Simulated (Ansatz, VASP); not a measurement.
## Cross-check of Cu5P (Cu(100), 5 layers, one monolayer of P on bridge sites) between VASP and Ansatz

Aim: how closely do two programs agree when they are given the same cell, functional and k mesh? Of the first pair: The structure shown is the start of the Ansatz relaxation below; VASP solves that cell, so the two are compared at the walk's first step.

Program: Ansatz 0.2.0. Level of theory: plane waves, with VASP 6.6.1 beside it; single point at PBE. Results are calculated unless marked as measured.

## (1) Set-up

The cell holds 6 atoms: 5 Cu and 1 P. Its edges and angles: a = 2.553 Å, b = 2.553 Å, c = 26.220 Å, α = 90.0°, β = 90.0°, γ = 90.0°. Vacuum lies along c.

Structure file:

```cif
data_structure
_symmetry_space_group_name_H-M 'P 1'
_symmetry_Int_Tables_number 1
_cell_length_a 2.5527
_cell_length_b 2.5527
_cell_length_c 26.2200
_cell_angle_alpha 90.000
_cell_angle_beta 90.000
_cell_angle_gamma 90.000
_cell_volume 170.85
loop_
_atom_site_label
_atom_site_type_symbol
_atom_site_fract_x
_atom_site_fract_y
_atom_site_fract_z
_atom_site_occupancy
Cu1 Cu 0.00000 0.00000 0.31655 1
Cu2 Cu 0.50000 0.50000 0.38539 1
Cu3 Cu 0.00000 0.00000 0.45423 1
Cu4 Cu 0.50000 0.50000 0.52307 1
Cu5 Cu 0.00000 0.00000 0.59191 1
P6 P 0.50000 0.00000 0.66898 1
```

## (2) Ansatz: relaxation, PBE

Ansatz runs on its default PAW (the set named soft_2) files.

The two programs are compared at the cell with which this relaxation starts, whose forces are those of its first step.

input.yaml reads:

```yaml
crystal:
  lattice:
    - [2.5526554801, 0.0, 0.0]
    - [0.0, 2.5526554801, 0.0]
    - [0.0, 0.0, 26.22]
  atoms:
    - { symbol: Cu, position: [0.0, 0.0, 0.3165522502] }
    - { symbol: Cu, position: [0.5, 0.5, 0.3853928299] }
    - { symbol: Cu, position: [0.0, 0.0, 0.4542334096] }
    - { symbol: Cu, position: [0.5, 0.5, 0.5230739893] }
    - { symbol: Cu, position: [0.0, 0.0, 0.591914569] }
    - { symbol: P, position: [0.5, 0.0, 0.6689803628] }
kpoints:
  mp_grid: { grid: [10, 10, 1] }
hamiltonian:
  xc: pbe
scf:
  occupations: { method: fermi_dirac, width: 0.1 }
  convergence: { dr2_threshold: 1.0e-08 }
efield:
  axis: 3
  dipole_correction: true
  ramp_position: 0.97
  ramp_width: 0.04
relax:
  f_tol: 0.01
  constraints: [{ sites: [0, 1, 2] }]
output:
  write_potential: true
  write_density: true
  volumetric_format: npy
```

The run is started by

```sh
$ ansatz run input.yaml --threads 4 --pin off --max-ram 8192MiB --backend cpu --events-out ev --progress --plain --runs-dir out
```

Numbers of over 12 decimals in the logs are rounded to 6 here.

Log:

```text
Engine: ansatz 0.2.0, aarch64-unknown-linux-gnu
Pseudopotentials: kind: paw
Pseudopotential: Cu, paw, valence charge 19, recommended cutoff 420 eV (normal), Cu.paw.azcp
Pseudopotential: P, paw, valence charge 5, recommended cutoff 420 eV (normal), P.paw.azcp
Functional definition: PBE
  parameter kappa = 0.804
  parameter beta = 0.066725
  exchange = pbe_x(kappa = kappa, mu = beta*pi^2/3)
  correlation = pbe_c(beta = beta)
Crystal: 6 atoms, lattice volume = 170.851 Å³
Basis set: ecut = 420 eV, 3371 PW (Γ), exchange–correlation on 36×36×360 points (8 copies of the dense FFT grid, shifted against one another)
Bands: 60, of which v1, the nominal top of the filled ones, is band 50 counted from 1 (49 counted from 0)
Symmetry: 4 space group operations
Space group: Pmm2 (ITA 25), of the structure as read, at distance tolerance 5.5e-5 Å
k-points: 36 of 100
Non-local potential: Cu, projectors of the file, l = 0: 3, l = 1: 2, l = 2: 3, l = 3: 1
Non-local potential: P, projectors of the file, l = 0: 2, l = 1: 2, l = 2: 2
PAW form: soft (Blöchl's): semilocal exchange-correlation on the pseudo side does not see the compensation charge
PAW one-centre angular grid: Cu, 590 points (default); XC on 64 Gauss nodes
PAW one-centre angular grid: P, 110 points (default); XC on 64 Gauss nodes
Initial density: superposition of atomic densities (neutral atoms: chi_scale 0, normalization atom), corrected by the library's trained network
Initial wavefunctions: pseudopotential atomic-orbital guess
Functional: x = pbe(κ = 0.804, μ = 0.219515), c = pbe(β = 0.066725)
SCF iter   1: F=—  HF=-33880.538199 eV  |F-HF|=—  |Δ(HF+E_count)|=         —  Δρ=4.14e-3  dr2=3.87e-1  ethr=1.77e-3  p=-0.022 e·Å  D=-2.29e-2 V/Å  ΔV_dip=0.60 eV  dr2_dipole=2.07e-1  V_vac-E_F(+/−)=5.00/4.40 eV  ⟨swp⟩=8.5  Hψ=9550  notcnv=0  defer=32
efield: sawtooth ramp at fractional position 0.9700 (set: `efield.ramp_position`, or a place that a band, a saddle search or an elastic batch's reference lends), width 0.0400; the density the first Hamiltonian is built on has a dipole p = -0.022 e·Å; the dipole correction subtracts the counter field D = -2.29e-2 V/Å, which shifts the + side's vacuum level by +0.60 eV against the − side's; the planar-averaged density in the ramp window peaks in size at 4.4e-5 e/Å³
preconditioner: auto → LDOS  [metal: Δε(μ)=0.041 eV  Ē_g=8.008 eV  σ=0.100 eV  W_gap=0.10  n_scr=32 (ndim 8)  ℏωp=22.0 eV  f_vac=0.533  D(μ)=2.34/eV (n_scr^D=12)  β→1.0]
SCF iter   2: F=—  HF=-33880.534969 eV  |F-HF|=—  |Δ(HF+E_count)|=   3.23e-3  Δρ=3.32e-3  dr2=3.57e-2  ethr=3.87e-4  p=-0.010 e·Å  D=-1.02e-2 V/Å  ΔV_dip=0.27 eV  dr2_dipole=7.88e-3  V_vac-E_F(+/−)=4.82/4.55 eV  ⟨swp⟩=2.3  Hψ=2753  notcnv=0  defer=83
SCF iter   3: F=—  HF=-33880.535819 eV  |F-HF|=—  |Δ(HF+E_count)|=   8.50e-4  Δρ=3.39e-3  dr2=1.16e-2  ethr=3.57e-5  p=-0.008 e·Å  D=-8.36e-3 V/Å  ΔV_dip=0.22 eV  dr2_dipole=1.30e-4  V_vac-E_F(+/−)=4.76/4.54 eV  ⟨swp⟩=2.1  Hψ=3374  notcnv=0  defer=83
SCF iter   4: F=—  HF=-33880.533213 eV  |F-HF|=—  |Δ(HF+E_count)|=   2.61e-3  Δρ=7.64e-4  dr2=7.20e-4  ethr=1.16e-5  p=-0.009 e·Å  D=-9.01e-3 V/Å  ΔV_dip=0.24 eV  dr2_dipole=5.92e-5  V_vac-E_F(+/−)=4.77/4.53 eV  ⟨swp⟩=2.1  Hψ=3289  notcnv=0  defer=83
SCF iter   5: F=—  HF=-33880.533114 eV  |F-HF|=—  |Δ(HF+E_count)|=   9.85e-5  Δρ=1.98e-4  dr2=6.72e-5  ethr=7.20e-7  p=-0.008 e·Å  D=-8.65e-3 V/Å  ΔV_dip=0.23 eV  dr2_dipole=1.25e-5  V_vac-E_F(+/−)=4.77/4.54 eV  ⟨swp⟩=2.8  Hψ=3278  notcnv=0  defer=83
SCF iter   6: F=—  HF=-33880.533142 eV  |F-HF|=—  |Δ(HF+E_count)|=   2.79e-5  Δρ=1.21e-4  dr2=3.32e-5  ethr=6.72e-8  p=-0.008 e·Å  D=-8.28e-3 V/Å  ΔV_dip=0.22 eV  dr2_dipole=1.36e-6  V_vac-E_F(+/−)=4.76/4.54 eV  ⟨swp⟩=2.0  Hψ=3512  notcnv=0  defer=83
SCF iter   7: F=—  HF=-33880.533148 eV  |F-HF|=—  |Δ(HF+E_count)|=   5.54e-6  Δρ=4.95e-5  dr2=5.75e-6  ethr=3.32e-8  p=-0.008 e·Å  D=-8.21e-3 V/Å  ΔV_dip=0.22 eV  dr2_dipole=3.24e-8  V_vac-E_F(+/−)=4.76/4.55 eV  ⟨swp⟩=2.2  Hψ=2712  notcnv=0  defer=83
SCF iter   8: F=—  HF=-33880.533143 eV  |F-HF|=—  |Δ(HF+E_count)|=   5.04e-6  Δρ=2.10e-5  dr2=9.76e-7  ethr=5.75e-9  p=-0.008 e·Å  D=-8.19e-3 V/Å  ΔV_dip=0.21 eV  dr2_dipole=9.25e-9  V_vac-E_F(+/−)=4.76/4.55 eV  ⟨swp⟩=2.2  Hψ=3109  notcnv=0  defer=78
SCF iter   9: F=—  HF=-33880.533143 eV  |F-HF|=—  |Δ(HF+E_count)|=   4.73e-7  Δρ=7.40e-6  dr2=1.78e-7  ethr=9.76e-10  p=-0.008 e·Å  D=-8.17e-3 V/Å  ΔV_dip=0.21 eV  dr2_dipole=1.78e-8  V_vac-E_F(+/−)=4.76/4.55 eV  ⟨swp⟩=2.0  Hψ=3029  notcnv=0  defer=78
SCF iter  10: F=—  HF=-33880.533143 eV  |F-HF|=—  |Δ(HF+E_count)|=   1.35e-7  Δρ=5.89e-6  dr2=5.08e-8  ethr=1.78e-10  p=-0.008 e·Å  D=-8.16e-3 V/Å  ΔV_dip=0.21 eV  dr2_dipole=4.17e-9  V_vac-E_F(+/−)=4.76/4.55 eV  ⟨swp⟩=2.0  Hψ=3086  notcnv=0  defer=78
[...]
preconditioner: auto → LDOS  [metal: Δε(μ)=0.016 eV  Ē_g=7.982 eV  σ=0.100 eV  W_gap=0.04  n_scr=32 (ndim 8)  ℏωp=22.0 eV  f_vac=0.530  D(μ)=2.69/eV (n_scr^D=14)  β→1.0]
SCF iter   2: F=—  HF=-33880.538774 eV  |F-HF|=—  |Δ(HF+E_count)|=   7.13e-7  Δρ=1.34e-4  dr2=1.80e-5  ethr=3.41e-8  p=-0.008 e·Å  D=-8.12e-3 V/Å  ΔV_dip=0.21 eV  dr2_dipole=3.29e-8  V_vac-E_F(+/−)=4.76/4.55 eV  ⟨swp⟩=2.0  Hψ=4279  notcnv=0  defer=84
SCF iter   3: F=—  HF=-33880.538763 eV  |F-HF|=—  |Δ(HF+E_count)|=   1.05e-5  Δρ=1.14e-4  dr2=1.52e-5  ethr=1.80e-8  p=-0.008 e·Å  D=-8.16e-3 V/Å  ΔV_dip=0.21 eV  dr2_dipole=8.56e-7  V_vac-E_F(+/−)=4.76/4.55 eV  ⟨swp⟩=2.4  Hψ=3905  notcnv=0  defer=84
SCF iter   4: F=—  HF=-33880.538782 eV  |F-HF|=—  |Δ(HF+E_count)|=   1.93e-5  Δρ=5.59e-5  dr2=3.81e-6  ethr=1.52e-8  p=-0.008 e·Å  D=-8.16e-3 V/Å  ΔV_dip=0.21 eV  dr2_dipole=2.21e-7  V_vac-E_F(+/−)=4.76/4.55 eV  ⟨swp⟩=2.0  Hψ=2387  notcnv=0  defer=84
SCF iter   5: F=—  HF=-33880.538773 eV  |F-HF|=—  |Δ(HF+E_count)|=   9.14e-6  Δρ=1.78e-5  dr2=5.44e-7  ethr=3.81e-9  p=-0.008 e·Å  D=-8.16e-3 V/Å  ΔV_dip=0.21 eV  dr2_dipole=5.78e-8  V_vac-E_F(+/−)=4.76/4.55 eV  ⟨swp⟩=2.0  Hψ=2997  notcnv=0  defer=84
SCF iter   6: F=—  HF=-33880.538773 eV  |F-HF|=—  |Δ(HF+E_count)|=   1.28e-7  Δρ=2.96e-6  dr2=1.99e-8  ethr=5.44e-10  p=-0.008 e·Å  D=-8.15e-3 V/Å  ΔV_dip=0.21 eV  dr2_dipole=1.09e-9  V_vac-E_F(+/−)=4.76/4.55 eV  ⟨swp⟩=2.0  Hψ=3305  notcnv=0  defer=84
SCF iter   7: F=-33880.538773 eV  HF=-33880.538773 eV  |F-HF|=6.07e-8  |Δ(HF+E_count)|=   1.26e-7  Δρ=1.59e-6  dr2=4.50e-9  ethr=1.00e-11  p=-0.008 e·Å  D=-8.15e-3 V/Å  ΔV_dip=0.21 eV  dr2_dipole=7.69e-10  V_vac-E_F(+/−)=4.76/4.55 eV  ⟨swp⟩=9.8  Hψ=15152  notcnv=0
SCF 4 converged in 7 iterations: F = -33880.538773 eV  dr2 = 4.50e-9
relax step   4: F+E_penalty+E_count = -33880.53877350 eV  Δ(F+E_penalty+E_count) = -1.732e-5 eV  max|allowed force component| = 4.058e-3 eV/Å  Δτ_max = 0.0029 Å  (7 SCF iters, accepted)
NSCF: frozen V_eff on 36 k-points
the band table was solved once a step of the walk had ended and its energy, with any forces and stress, was formed, with the checks that follow a solve (11076 applications of the Hamiltonian). They found nothing against the state; the energy, forces and stress were not computed again (output.eigenvalues in the input reference)
WARN: The output density's exchange-correlation potential varies sharply where the density is thin. Do not read a vacuum level from v_tot or v_xc, or from such a field of the output density. On a cell that repeats whose density bears no net charge and no dipole along the vacuum's axis use v_es (v_loc + v_h of the components); under efield.dipole_correction with no amplitude use v_es + v_field, which holds any externa [...]
SCF converged after 7 iterations
Free energy (F): -33880.538773 eV
Harris-Foulkes:  -33880.538773 eV  (|F-HF|=6.07e-8)
Internal energy: -33880.451271 eV  (E = F + TS)
E sigma→0 (E₀):  -33880.495022 eV
Entropy (-TS):   -0.087502 eV (-14.584 meV/atom)
Fermi energy:    4.116466 eV
Dipole field:    D = -0.008194 V/Å  (p = -0.007736 e·Å, saw-weighted, corrected)
Work function:   Φ+ = 4.7601 eV   Φ− = 4.5452 eV
Levels:          The Fermi level and band energies are counted from a zero that moves with the ramp; work functions are not
--- Per-component energies (eV) ---
  E_band       = -3005.270528
  E_kinetic    = 1567.005878
  E_local      = -261204.619270  (includes V_loc(G=0)·N_el)
  E_nonlocal   = 1985.489617
  E_hartree    = 128777.198975
  E_xc         = -506.925681
  E_vxc        = -635.479530  (∫ρ·V_xc dr)
  E_paw        = -8886.246728  (= ΣΔE_a)
  E_vpaw       = -2271.570062  (= ΣTr[D̂ρ^β])
  E_aug_tail   = 0.001377  (compensation charges beyond the density's cutoff)
  E_efield     = 0.000032  (sawtooth field / dipole correction)
  E_vefield    = -0.520401  (∫n·V_field dr)
  E_ewald      = 104387.644529
  E_smearing   = -0.087502  (= −TS)
  E_closure    = -0.000000  (closes the sum)
  Σ components = -33880.538773   (vs F -33880.538773, Δ=0.00e0)
--- Forces (eV/Å), atoms counted from 1 ---
  atom   1  Cu     0.00000000     0.00000000     0.12171519
  atom   2  Cu     0.00000000     0.00000000    -0.21615986
  atom   3  Cu     0.00000000     0.00000000     0.09457608
  atom   4  Cu     0.00000000     0.00000000    -0.00362228
  atom   5  Cu     0.00000000     0.00000000    -0.00058072
  atom   6  P      0.00000000     0.00000000     0.00405811
  max |Σ_I F_I| component: 1.35e-5 eV/Å
--- Band table (eV; the first three rows and the last of 36) ---
  k-point 0: bands = [... 46 lower, 2.4307, 2.6408, 2.6426, 2.6832, 2.7394, 4.7706, 7.6028, 8.4836, ... 6 higher]
  k-point 1: bands = [... 46 lower, 2.4016, 2.4123, 2.6023, 2.6818, 3.3133, 5.2396, 7.1505, 7.9347, ... 6 higher]
  k-point 2: bands = [... 46 lower, 2.3993, 2.5441, 2.6258, 2.6661, 4.1175, 4.3532, 6.2679, 8.5836, ... 6 higher]
  k-point 35: bands = [... 46 lower, 2.6982, 3.0657, 5.1813, 5.8522, 6.7109, 6.8678, 8.4613, 8.6408, ... 6 higher]
--- Relaxed structure (4 steps of the walk, 4 accepted, 0 SCFs on fresh bases) ---
  F+E_penalty+E_count = -33880.53877350 eV   max|allowed force component| = 4.058e-3 eV/Å
  atoms:
    - { symbol: Cu, position: [0.0, 0.0, 0.3165522502] }
    - { symbol: Cu, position: [0.5, 0.5, 0.3853928299] }
    - { symbol: Cu, position: [0.0, 0.0, 0.4542334096] }
    - { symbol: Cu, position: [0.5, 0.5, 0.523994] }
    - { symbol: Cu, position: [0.0, 0.0, 0.594601] }
    - { symbol: P, position: [0.5, 0.0, 0.671349] }
```

The column dr2 measures how far the density is from self-consistency, as an energy; F and HF (Harris–Foulkes) agree once it is small.

## (3) VASP: single point, PBE, start cell, pair 1

The same cell, functional, mesh and smearing now go to VASP, with its own data sets.

Lines of VASP's logs that name or quote its potential files are left out, and so is its time.

INCAR reads:

```
SYSTEM = Cu5P
PREC = Accurate
ENCUT = 520
EDIFF = 1E-06
NELM = 120
ISMEAR = -1
SIGMA = 0.1
LREAL = .FALSE.
ALGO = Normal
GGA = PE
NBANDS = 37
LASPH = .TRUE.
LORBIT = 11
LWAVE = .FALSE.
LCHARG = .FALSE.
ISIF = 2
LDIPOL = .TRUE.
IDIPOL = 3
DIPOL = 0.5 0.5 0.489
LVHAR = .TRUE.
GGA_COMPAT = .FALSE.
NELMDL = -8
KPAR = 2
```

POSCAR reads:

```
Cu5P
1.0
    2.5526554801      0.0000000000      0.0000000000
    0.0000000000      2.5526554801      0.0000000000
    0.0000000000      0.0000000000     26.2200000000
Cu P
5 1
Direct
    0.0000001018      0.0000000000      0.3165522502
    0.5000001018      0.5000000000      0.3853928299
    0.0000001018      0.0000000000      0.4542334096
    0.5000001018      0.5000000000      0.5230739893
    0.0000001018      0.0000000000      0.5919145690
    0.5000001018      0.0000000000      0.6689803585
```

KPOINTS reads:

```
Automatic mesh
0
Gamma
10 10 1
0 0 0
```

PAW data sets: Cu and P (PBE family, release 64).

The run is started by

```sh
$ mpirun -np 2 vasp_std
```

Log:

```text
[banner, memory and clock lines left out]
running    2 mpi-ranks, on    1 nodes
 distrk:  each k-point on    1 cores,    2 groups
 distr:  one band on    1 cores,    1 groups

 POSCAR found type information on POSCAR CuP
 POSCAR found :  2 types and       6 ions
 LDA part: xc-table for (Slater+PW92), standard interpolation
 POSCAR, INCAR and KPOINTS ok, starting setup
 FFT: planning ... GRIDC
 FFT: planning ... GRID_SOFT
 FFT: planning ... GRID
 WAVECAR not read
 entering main loop
       N       E                     dE             d eps       ncg     rms          rms(c)
DAV:   1     0.519176792859E+03    0.51918E+03   -0.26336E+04  2664   0.202E+03
DAV:   2     0.270919030526E+02   -0.49208E+03   -0.47634E+03  2674   0.409E+02
DAV:   3    -0.248809211801E+02   -0.51973E+02   -0.49864E+02  3145   0.184E+02
DAV:   4    -0.278153932274E+02   -0.29345E+01   -0.28469E+01  3762   0.451E+01
DAV:   5    -0.278901692574E+02   -0.74776E-01   -0.74325E-01  4099   0.651E+00
DAV:   6    -0.278920985571E+02   -0.19293E-02   -0.19273E-02  4078   0.988E-01
DAV:   7    -0.278921317610E+02   -0.33204E-04   -0.33186E-04  4057   0.144E-01
DAV:   8    -0.278921329959E+02   -0.12349E-05   -0.12344E-05  3584   0.262E-02    0.193E+01
DAV:   9    -0.361965760211E+02   -0.83044E+01   -0.10034E+02  3273   0.195E+02    0.141E+01
DAV:  10    -0.846635648269E+02   -0.48467E+02   -0.40421E+02  4975   0.316E+02    0.761E+01
DAV:  11    -0.324984205335E+02    0.52165E+02   -0.29630E+02  4316   0.934E+01    0.249E+01
DAV:  12    -0.242997459601E+02    0.81987E+01   -0.96139E+01  4375   0.104E+02    0.721E+00
DAV:  13    -0.231780375046E+02    0.11217E+01   -0.11081E+01  4198   0.654E+01    0.328E+00
DAV:  14    -0.231441748027E+02    0.33863E-01   -0.21855E+00  3646   0.390E+01    0.179E+00
[...]
DAV:  30    -0.230075370318E+02   -0.80740E-05   -0.16259E-05  3814   0.128E-01    0.957E-03
DAV:  31    -0.230075445676E+02   -0.75358E-05   -0.20650E-06  2109   0.300E-02    0.841E-03
DAV:  32    -0.230075548595E+02   -0.10292E-04   -0.18049E-06  1923   0.274E-02    0.665E-03
DAV:  33    -0.230075571057E+02   -0.22462E-05   -0.93101E-07  1861   0.135E-02    0.504E-03
DAV:  34    -0.230075594230E+02   -0.23173E-05   -0.38823E-07  1744   0.173E-02    0.382E-03
DAV:  35    -0.230075618597E+02   -0.24367E-05   -0.41216E-07  1817   0.154E-02    0.230E-03
DAV:  36    -0.230075633206E+02   -0.14609E-05   -0.59501E-07  1765   0.995E-03    0.109E-03
DAV:  37    -0.230075638874E+02   -0.56677E-06   -0.49500E-07  1609   0.691E-03
   1 F= -.23007564E+02 E0= -.22964659E+02  d E =-.858102E-01
```

OUTCAR, selected parts (step 3):

```text
ion  position               nearest neighbor table
   1  0.000  0.000  0.317-   2 2.55   2 2.55   2 2.55   2 2.55
   2  0.500  0.500  0.385-   1 2.55   3 2.55   1 2.55   3 2.55   1 2.55   3 2.55   1 2.55   3 2.55

  LATTYP: Found a simple tetragonal cell.
 ALAT       =     2.5526554801
 C/A-ratio  =    10.2716564003

 Subroutine GETGRP returns: Found  4 space group operations
 (whereof  4 operations were pure point group operations)

The static configuration has the point symmetry C_2v.

 Found     36 irreducible k-points:

   k-points           NKPTS =     36   k-points in BZ     NKDIM =     36   number of bands    NBANDS=     37

   dimension x,y,z NGX =    20 NGY =   20 NGZ =  196
   dimension x,y,z NGXF=    40 NGYF=   40 NGZF=  392

   ENCUT  =  520.0 eV  38.22 Ry    6.18 a.u.   4.75  4.75 48.75*2*pi/ulx,y,z

   NELECT =      60.0000    total number of electrons

 k-points in reciprocal lattice and weights: Automatic mesh
   0.00000000  0.00000000  0.00000000       0.010
   0.10000000  0.00000000  0.00000000       0.020
   0.00000000  0.10000000  0.00000000       0.020
   0.20000000  0.00000000  0.00000000       0.020
   0.00000000  0.20000000  0.00000000       0.020
   0.30000000  0.00000000  0.00000000       0.020
   0.00000000  0.30000000  0.00000000       0.020
   0.40000000  0.00000000  0.00000000       0.020
   0.00000000  0.40000000  0.00000000       0.020
[...]
-0.40000000  0.50000000  0.00000000       0.020
   0.50000000  0.50000000  0.00000000       0.010

 dipolmoment           0.000000      0.000000      0.008660 electrons x Angstroem

 average (electrostatic) potential at core
       1 -70.0464       2 -70.4661       3 -70.4529       4 -70.4805       5 -70.7946
       6 -88.5780

 E-fermi :   0.8267

 k-point     1 :       0.0000    0.0000    0.0000
  band No.  band energies     occupation
    ...
     27      -0.9097      2.00000
     28      -0.6892      2.00000
     29      -0.6874      2.00000
     30      -0.6427      2.00000
     31      -0.4779      2.00000
     32       1.5352      0.00167
     33       4.3562      0.00000
     34       5.1600      0.00000
     35       5.8743      0.00000
     36       6.0869      0.00000
    ...

 k-point     2 :       0.1000    0.0000    0.0000
  band No.  band energies     occupation
    ...
     27      -0.9134      2.00000
     28      -0.9117      2.00000
     29      -0.7244      2.00000
     30      -0.6463      2.00000
     31       0.0746      1.99892
     32       1.9987      0.00002
     33       3.9139      0.00000
     34       4.6050      0.00000
     35       5.3900      0.00000
     36       6.1117      0.00000
    ...

 k-point     3 :       0.0000    0.1000    0.0000
  band No.  band energies     occupation
    ...
     27      -0.9209      2.00000
     28      -0.9154      2.00000
     29      -0.7246      2.00000
     30      -0.6469      2.00000
     31       0.0615      1.99905
     32       1.9974      0.00002
     33       3.8793      0.00000
     34       4.6810      0.00000
     35       5.3900      0.00000
     36       6.1220      0.00000
    ...

  Total       -0.9078460     -0.2141215      0.6399193      0.0000000      0.0000000      0.0000000
  in kB       -8.5134519     -2.0079539      6.0009320      0.0000000      0.0000000      0.0000000
  external PRESSURE =      -1.5068246 kB  Pullay stress =       0.0000000 kB

  energy-cutoff  :      520.00
  volume of cell :      170.85
      direct lattice vectors                 reciprocal lattice vectors
     2.552655480  0.000000000  0.000000000     0.391748909  0.000000000  0.000000000
     0.000000000  2.552655480  0.000000000     0.000000000  0.391748909  0.000000000
     0.000000000  0.000000000 26.220000000     0.000000000  0.000000000  0.038138825

 POSITION                                       TOTAL-FORCE (eV/Angst)
 -----------------------------------------------------------------------------------
      0.00000      0.00000      8.30000         0.000000      0.000000      0.096168
      1.27633      1.27633     10.10500         0.000000      0.000000     -0.216945
      0.00000      0.00000     11.91000         0.000000      0.000000     -0.001583
      1.27633      1.27633     13.71500         0.000000      0.000000     -0.091663
      0.00000      0.00000     15.52000         0.000000      0.000000      0.204091
      1.27633      0.00000     17.54066         0.000000      0.000000      0.009932
 -----------------------------------------------------------------------------------
    total drift:                               -0.000210      0.000000     -0.003395

  FREE ENERGIE OF THE ION-ELECTRON SYSTEM (eV)
  ---------------------------------------------------
  free  energy   TOTEN  =       -23.0075638874 eV

  energy  without entropy=      -22.9217536730  energy(sigma->0) =      -22.96465878

 vacuum level on the upper side and lower side of the slab         5.596         5.355

 total charge
# of ion       s       p       d       tot
------------------------------------------
    1        0.442   0.259   9.207   9.909
    2        0.445   0.380   9.175   9.999
    3        0.449   0.387   9.171  10.007
    4        0.449   0.393   9.168  10.009
    5        0.450   0.411   9.168  10.029
    6        1.102   1.266   0.000   2.369
--------------------------------------------------
tot          3.336   3.097  45.889  52.323

[... 3 further parts left out ...]
```

(Continued in part 2 of 2.)

[Lines on the potential files, build, host, timing and source positions are cut from VASP's logs without a mark.]

[Logs are printed without paths, hosts, clocks, repeated set-up lines and the standing remarks that a program may print on its own settings, such as how far it seeks lower states.]

[Hosts, paths, dates, database ids (printed as entryN), source tags and the programs' standing remarks are cut or masked in the printed files.]
